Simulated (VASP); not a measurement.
Consider the following.

```xyz
2
Lattice="1.8512 -3.2040 0.0000 1.8512 3.2040 0.0000 0.0000 0.0000 5.8826" Properties=species:S:1:pos:R:3 pbc="T T T"
Y      1.8512     1.0680     1.4707
Y      1.9190    -1.0680     4.4120
```

The numbers are results of AM05 GGA, VASP's PBE PAW potentials (set 64) (plane waves; VASP), not measurements. Settings: 400 eV cut-off, 10×10×6 Γ-centred mesh, first-order Methfessel-Paxton smearing of 0.10 eV, potentials Y_sv.

**Question.** Predict the energy per atom (σ→0), pressure, largest force, band gap (on the k-mesh) with the smallest direct gap where there is one.

**Answer.** 
```
Quantity                                                    Result
------------------------  ----------------------------------------
band gap (on the k-mesh)  none (metal, semimetal or under 0.01 eV)
energy per atom (σ→0)                               -6.557 eV/atom
pressure                                                 -3.68 GPa
largest force                                           0.079 eV/Å
```

Only differences to runs with the same potentials and settings are physical.

The compound is Y in the hcp structure. The cell was not relaxed at this level, atoms are displaced from their ideal sites. The run is one of a series of settings (GGA = AM against the base run), some of them coarse on purpose.
